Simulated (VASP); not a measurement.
Runs of VASP 6.6.1 on BaZrO3. It takes space group Pm-3m (No. 221, cubic). Conventional cell: a = 4.235 Å, b = 4.235 Å, c = 4.235 Å, α = 90.00°, β = 90.00°, γ = 90.00°. Ba (site symmetry m-3m) is surrounded by 12 O at 2.99 Å. Around Zr (site symmetry m-3m) lie 6 O at 2.12 Å. Around O (site symmetry 4/mmm) lie 2 Zr at 2.12 Å. The cell was built by a generator and needn't be a form met in nature.

| task | level | k mesh | grid for exact exchange (PRECFOCK) | exchange at q = 0 | screening parameter | gap on the mesh (eV) | pressure (GPa) |
| --- | --- | --- | --- | --- | --- | --- | --- |
| electrostatic potential | PBE0 | 4 × 4 × 4 | Fast | default | - | 5.35 | -3.9 |
| electrostatic potential | r2SCAN | 6 × 6 × 6 | - | - | - | 3.62 | -2.4 |
| band structure | r2SCAN | 6 × 6 × 6 | - | - | - | 3.62 | -2.4 |
| electrostatic potential | HSE06 | 6 × 6 × 6 | Fast | - | 0.2 1/A | 4.62 | (a) |

Alike in all rows: potentials or basis VASP PAW PBE potentials, release 64 (Ba_sv, Zr_sv, O); no spin polarisation; cell as given; cutoff (eV) 520; smearing gaussian 0.02 eV.

Fill in the values left out.

(a) -3.8.

Caveats: the PAW data sets were made with another functional, which shifts forces and pressure a little; spin-orbit coupling is left out, which moves the levels of the heavy elements.

A k mesh can miss the band edges, and the runs leave out spin-orbit coupling on Ba, Zr.

Runs at the PBE level aren't shown here.
